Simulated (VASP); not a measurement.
Data:

```
CELL_PARAMETERS angstrom
      3.85820     0.00000     0.00000
      0.00000     3.85820     0.00000
      0.00000     0.00000    25.58013
ATOMIC_POSITIONS crystal
  Ca 0.00000 0.50000 0.34034
  Ca 0.50000 0.00000 0.44612
  Ca 0.00000 0.50000 0.55388
  Ca 0.50000 0.00000 0.65966
```

The numbers are results of PBEsol GGA, VASP's PBE PAW potentials (set 64) (plane waves; VASP), not measurements. Numerical set-up: PREC = Normal, 400 eV cut-off, 7×7×1 Γ-centred mesh, first-order Methfessel-Paxton smearing of 0.10 eV, potentials Ca_sv.

Task: Estimate the energy per atom (σ→0), band gap (on the k-mesh) with the smallest direct gap where there is one.

Result: 
- band gap (on the k-mesh): none (metal, semimetal or under 0.01 eV)
- energy per atom (σ→0): -1.901 eV/atom

Total energies compare only between runs with the same potentials, cut-off and functional.

The cell is a thin slab with vacuum, built from Ca (fcc): (100) face.
